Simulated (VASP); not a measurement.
Consider the following.

```
CELL_PARAMETERS angstrom
      4.42436     0.00000     0.00000
     -2.21218     3.83160     0.00000
      0.00000     0.00000    23.03999
ATOMIC_POSITIONS crystal
  Bi 0.33333 0.66667 0.41089
  Bi 0.00000 0.00000 0.58911
  Te 0.00000 0.00000 0.33604
  Te 0.66667 0.33333 0.50000
  Te 0.33333 0.66667 0.66396
```

Computed with PBE GGA, VASP's PBE PAW potentials (set 64) (plane waves; VASP 6.6.1). Numerical set-up: 400 eV cut-off, Gaussian smearing of 0.050 eV, potentials Bi_d Te.

The cell holds a wide vacuum, so values per volume refer to the whole cell. Unless said otherwise, spin-orbit coupling is left out, though it shifts the bands of the heavy elements here.

Q: Give the energies of bands 16 to 27 at the high-symmetry points, in eV from the valence-band maximum.

A: 
```tsv
band	Γ	M	K
16	-1.60	-4.22	-3.89
17	-1.09	-2.99	-3.43
18	-1.09	-2.80	-3.43
19	-0.85	-2.52	-2.89
20	-0.85	-1.90	-2.16
21	-0.75	-1.68	-2.16
22	-0.49	-0.96	-1.03
23	-0.29	-0.60	-0.38
24	-0.29	-0.48	-0.38
25	0.94	1.51	2.00
26	1.57	2.27	2.57
27	1.57	2.32	2.57
```

The gap is indirect, 0.94 eV, from the valence maximum at K-Γ at 0.69 to the conduction minimum at Γ.

The cell is a sheet with vacuum, built from a generated structure.
